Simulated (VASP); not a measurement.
Method: LDA (Ceperley-Alder, Perdew-Zunger), VASP's LDA PAW potentials (set 64) (plane waves; VASP 6.6.1).

VASP input:

KPOINTS:
```
Regular mesh
0
Gamma
 9 9 6
```

**POSCAR**
```
PtSe2
1
    1.8781825329    -3.2531078217     0.0000000000
    1.8781825329     3.2531078217    -0.0000000000
    0.0000000000     0.0000000000     4.7962303975
Pt Se
1 2
Direct
  0.0000000000   0.0000000000   0.0000000000
  0.3333330000   0.6666670000   0.2596300414
  0.6666670000   0.3333330000   0.7403699586
```

### INCAR
```
# general
SYSTEM =PtSe2
PREC   =Accurate
ENCUT  =520   # plane-wave cut-off (eV)
LREAL  =.FALSE.   # projection in real space or not
LASPH  =.TRUE.   # aspherical one-centre terms

# electronic loop
EDIFF  =1E-6   # SCF stop (eV)
NELM   =100   # most electronic steps
ALGO   =Normal
LMAXMIX=6

# smearing
ISMEAR =1
SIGMA  =0.1   # width (eV)

# ions
IBRION =2
NSW    =60   # most ionic steps
ISIF   =3
EDIFFG =-0.02

# output
LWAVE  =.FALSE.
LCHARG =.FALSE.
```

POTCAR, in this order: Pt Se (LDA.64 set). Program: vasp_std.

The resulting files:

OUTCAR:
```
 ion  position               nearest neighbor table
   1  0.000  0.000  0.000-   2 2.50   3 2.50   3 2.50   2 2.50   3 2.50   2 2.50
   2  0.333  0.667  0.260-   1 2.50   1 2.50   1 2.50
   3  0.667  0.333  0.740-   1 2.50   1 2.50   1 2.50
  LATTYP: Found a hexagonal cell.
 ALAT       =     3.7563652813
 C/A-ratio  =     1.2768274751
 Subroutine PRICEL returns:
 Original cell was already a primitive cell.
 Subroutine GETGRP returns: Found 12 space group operations
The static configuration has the point symmetry D_3d.
The dynamic configuration has the point symmetry D_3d.
 Subroutine INISYM returns: Found 12 space group operations
 Subroutine IBZKPT returns following result:
 Found     62 irreducible k-points:

 Following reciprocal coordinates:
            Coordinates               Weight
  0.000000  0.000000  0.000000      1.000000
  0.111111  0.000000  0.000000      6.000000
  0.222222  0.000000  0.000000      6.000000
  0.333333  0.000000  0.000000      6.000000
  0.444444  0.000000  0.000000      6.000000
  0.111111  0.111111  0.000000      6.000000
  0.222222  0.111111  0.000000     12.000000
...
```

### OSZICAR
```
       N       E                     dE             d eps       ncg     rms          rms(c)
DAV:   1     0.116693978542E+03    0.11669E+03   -0.10434E+04  1876   0.130E+03
DAV:   2    -0.125778815135E+02   -0.12927E+03   -0.12638E+03  2378   0.242E+02
DAV:   3    -0.178617021011E+02   -0.52838E+01   -0.52342E+01  2350   0.513E+01
DAV:   4    -0.179018172370E+02   -0.40115E-01   -0.40107E-01  2231   0.487E+00
DAV:   5    -0.179022565457E+02   -0.43931E-03   -0.43928E-03  2343   0.479E-01    0.134E+01
DAV:   6    -0.173202702276E+02    0.58199E+00   -0.49772E+00  1881   0.218E+01    0.806E+00
DAV:   7    -0.171200821279E+02    0.20019E+00   -0.93763E-01  1916   0.105E+01    0.394E+00
DAV:   8    -0.170889092249E+02    0.31173E-01   -0.68595E-02  1979   0.200E+00    0.841E-01
DAV:   9    -0.170854385901E+02    0.34706E-02   -0.87400E-03  2098   0.961E-01    0.206E-01
DAV:  10    -0.170854606056E+02   -0.22015E-04   -0.11161E-03  2084   0.277E-01    0.446E-02
DAV:  11    -0.170854512632E+02    0.93423E-05   -0.94531E-05  2161   0.102E-01    0.198E-02
DAV:  12    -0.170854483572E+02    0.29060E-05   -0.12333E-05  2063   0.353E-02    0.279E-03
DAV:  13    -0.170854483995E+02   -0.42302E-07   -0.74860E-07  1098   0.670E-03
   1 F= -.17085448E+02 E0= -.17085294E+02  d E =-.170854E+02
       N       E                     dE             d eps       ncg     rms          rms(c)
DAV:   1    -0.170892595347E+02   -0.38112E-02   -0.14665E-01  1860   0.264E+00    0.207E-01
DAV:   2    -0.170885705797E+02    0.68896E-03   -0.66306E-03  2273   0.597E-01    0.986E-02
DAV:   3    -0.170883617311E+02    0.20885E-03   -0.48996E-04  2086   0.157E-01    0.484E-02
DAV:   4    -0.170883263973E+02    0.35334E-04   -0.14288E-04  2175   0.111E-01    0.282E-02
DAV:   5    -0.170883235173E+02    0.28800E-05   -0.10392E-05  2168   0.291E-02    0.136E-02
DAV:   6    -0.170883234733E+02    0.44011E-07   -0.14475E-06  1161   0.920E-03
   2 F= -.17088323E+02 E0= -.17088249E+02  d E =-.287507E-02
       N       E                     dE             d eps       ncg     rms          rms(c)
DAV:   1    -0.170905468636E+02   -0.22233E-02   -0.17504E-01  1860   0.289E+00    0.225E-01
DAV:   2    -0.170897296529E+02    0.81721E-03   -0.79158E-03  2273   0.648E-01    0.108E-01
DAV:   3    -0.170894826958E+02    0.24696E-03   -0.58213E-04  2086   0.169E-01    0.511E-02
DAV:   4    -0.170894436669E+02    0.39029E-04   -0.15914E-04  2182   0.116E-01    0.302E-02
DAV:   5    -0.170894405284E+02    0.31385E-05   -0.11748E-05  2161   0.312E-02    0.144E-02
DAV:   6    -0.170894404956E+02    0.32835E-07   -0.16487E-06  1182   0.979E-03
   3 F= -.17089440E+02 E0= -.17089472E+02  d E =-.399210E-02
       N       E                     dE             d eps       ncg     rms          rms(c)
DAV:   1    -0.171009833018E+02   -0.11543E-01   -0.23354E-01  1874   0.437E+00    0.679E-01
DAV:   2    -0.170917910170E+02    0.91923E-02   -0.51379E-02  1937   0.246E+00    0.385E-01
DAV:   3    -0.170897389807E+02    0.20520E-02   -0.47522E-03  2021   0.769E-01    0.137E-01
DAV:   4    -0.170893589340E+02    0.38005E-03   -0.23912E-03  1930   0.278E-01    0.531E-02
DAV:   5    -0.170893501677E+02    0.87664E-05   -0.70472E-05  2084   0.807E-02    0.403E-02
DAV:   6    -0.170893525795E+02   -0.24119E-05   -0.16314E-05  2154   0.333E-02    0.410E-03
DAV:   7    -0.170893524700E+02    0.10955E-06   -0.71942E-07  1077   0.783E-03
   4 F= -.17089352E+02 E0= -.17089423E+02  d E =0.880256E-04
       N       E                     dE             d eps       ncg     rms          rms(c)
DAV:   1    -0.170930697982E+02   -0.37172E-02   -0.66593E-02  1874   0.233E+00    0.363E-01
DAV:   2    -0.170904669033E+02    0.26029E-02   -0.14957E-02  1923   0.134E+00    0.218E-01
DAV:   3    -0.170898453093E+02    0.62159E-03   -0.14295E-03  2021   0.422E-01    0.806E-02
DAV:   4    -0.170897346888E+02    0.11062E-03   -0.72371E-04  1902   0.151E-01    0.288E-02
DAV:   5    -0.170897314459E+02    0.32429E-05   -0.27640E-05  2021   0.497E-02    0.221E-02
DAV:   6    -0.170897318520E+02   -0.40615E-06   -0.58347E-06  2133   0.215E-02
   5 F= -.17089732E+02 E0= -.17089781E+02  d E =-.291356E-03
       N       E                     dE             d eps       ncg     rms          rms(c)
DAV:   1    -0.170915064280E+02   -0.17750E-02   -0.85516E-02  1867   0.210E+00    0.236E-01
DAV:   2    -0.170904932335E+02    0.10132E-02   -0.70911E-03  1923   0.846E-01    0.120E-01
DAV:   3    -0.170902506557E+02    0.24258E-03   -0.54625E-04  2203   0.255E-01    0.487E-02
DAV:   4    -0.170901850573E+02    0.65598E-04   -0.35204E-04  1965   0.118E-01    0.199E-02
DAV:   5    -0.170901843574E+02    0.69989E-06   -0.19582E-05  2014   0.337E-02    0.109E-02
DAV:   6    -0.170901840479E+02    0.30944E-06   -0.20955E-06  1440   0.149E-02
   6 F= -.17090184E+02 E0= -.17090251E+02  d E =-.452196E-03
       N       E                     dE             d eps       ncg     rms          rms(c)
DAV:   1    -0.170933995618E+02   -0.32152E-02   -0.18852E-01  1860   0.312E+00    0.347E-01
DAV:   2    -0.170911676843E+02    0.22319E-02   -0.15484E-02  1923   0.125E+00    0.175E-01
DAV:   3    -0.170906482093E+02    0.51948E-03   -0.11646E-03  2210   0.370E-01    0.718E-02
DAV:   4    -0.170905058243E+02    0.14239E-03   -0.76023E-04  1972   0.174E-01    0.292E-02
DAV:   5    -0.170905043198E+02    0.15045E-05   -0.42096E-05  2014   0.492E-02    0.160E-02
DAV:   6    -0.170905037231E+02    0.59670E-06   -0.45981E-06  2154   0.214E-02
   7 F= -.17090504E+02 E0= -.17090597E+02  d E =-.771871E-03
```

**OUTCAR**
```
------------------------ aborting loop because EDIFF is reached ----------------------------------------
  FORCE on cell =-STRESS in cart. coord.  units (eV):
  Direction    XX          YY          ZZ          XY          YZ          ZX
  --------------------------------------------------------------------------------------
  Total        0.0238728      0.0238728     -0.0114854      0.0000000     -0.0000000      0.0000000
  in kB        0.6614184      0.6614185     -0.3182134      0.0000000     -0.0000000      0.0000000
  external PRESSURE =       0.3348745 kB  Pullay stress =       0.0000000 kB
  volume of cell :       57.83
      direct lattice vectors                 reciprocal lattice vectors
     1.871007157 -3.240679703  0.000000000     0.267235750 -0.154288620 -0.000000000
     1.871007157  3.240679703 -0.000000000     0.267235750  0.154288620 -0.000000000
     0.000000000 -0.000000000  4.768649166     0.000000000  0.000000000  0.209702992
 POSITION                                       TOTAL-FORCE (eV/Angst)
 -----------------------------------------------------------------------------------
      0.00000     -0.00000      0.00000        -0.000000     -0.000000      0.000000
      1.87101      1.08023      1.26468         0.000000      0.000000      0.000931
      1.87101     -1.08023      3.50397         0.000000     -0.000000     -0.000931
 -----------------------------------------------------------------------------------
    total drift:                                0.000000     -0.000000      0.000000
  FREE ENERGIE OF THE ION-ELECTRON SYSTEM (eV)
  ---------------------------------------------------
  free  energy   TOTEN  =       -17.0905037231 eV

  energy  without entropy=      -17.0907827163  energy(sigma->0) =      -17.09059672

 reached required accuracy - stopping structural energy minimisation
```
(Selected blocks of OUTCAR.)

**CONTCAR**
```
PtSe2
   1.00000000000000
     1.8710071566953967   -3.2406797026867000    0.0000000000000000
     1.8710071566953967    3.2406797026867000   -0.0000000000000000
     0.0000000000000000   -0.0000000000000000    4.7686491660950363
  Pt              Se
     1     2
Direct
     0.0000000000000000    0.0000000000000000    0.0000000000000000
     0.3333330000000032    0.6666669999999968    0.2652078889431233
     0.6666669999999968    0.3333330000000032    0.7347921110568769
```

OUTCAR:
```
 val. band max:        7.0287832308   @ k =   0.3333   0.3333   0.0000

 cond. band min:       7.0723072813   @ k =  -0.1111   0.4444   0.1667


 Fermi energy:         7.0685124844

 k-point     1 :       0.0000    0.0000    0.0000
  band No.  band energies     occupation
      1      -8.8404      2.00000
      2      -5.5561      2.00000
      3      -0.2669      2.00000
      4       0.6058      2.00000
      5       0.6058      2.00000
      6       3.1454      2.00000
      7       3.1454      2.00000
      8       4.5652      2.00000
      9       6.0451      2.00000
     10       6.0451      2.00000
     11       7.9145     -0.00000
     12       8.1641     -0.00000
     13       8.1641     -0.00000
     14      10.2359      0.00000
     15      11.2371      0.00000

 k-point     2 :       0.1111    0.0000    0.0000
  band No.  band energies     occupation
      1      -8.7021      2.00000
      2      -5.6436      2.00000
      3      -0.0966      2.00000
      4       0.6953      2.00000
      5       0.7476      2.00000
      6       2.9472      2.00000
      7       3.0509      2.00000
      8       4.2563      2.00000
      9       5.5313      2.00000
     10       5.8216      2.00000
     11       6.9886      1.97976
     12       8.3490     -0.00000
     13       8.6539     -0.00000
     14      11.0893      0.00000
     15      12.0098      0.00000

 k-point     3 :       0.2222    0.0000    0.0000
  band No.  band energies     occupation
      1      -8.3102      2.00000
      2      -5.8711      2.00000
      3       0.3708      2.00000
      4       0.9317      2.00000
      5       1.1125      2.00000
      6       2.1413      2.00000
      7       2.8730      2.00000
      8       3.6675      2.00000
      9       5.0119      2.00000
     10       5.2490      2.00000
     11       5.9344      2.00000
     12       8.7279     -0.00000
     13       8.8098     -0.00000
     14      11.9452      0.00000
     15      12.9906      0.00000
...
```

Unless said otherwise, spin-orbit coupling is left out, though it shifts the bands of the heavy elements here.

The compound is PtSe2 in the 1T layered structure. This run relaxes it. Symmetry was kept, so distortions that lower it aren't found. The start is the result of an earlier pass.
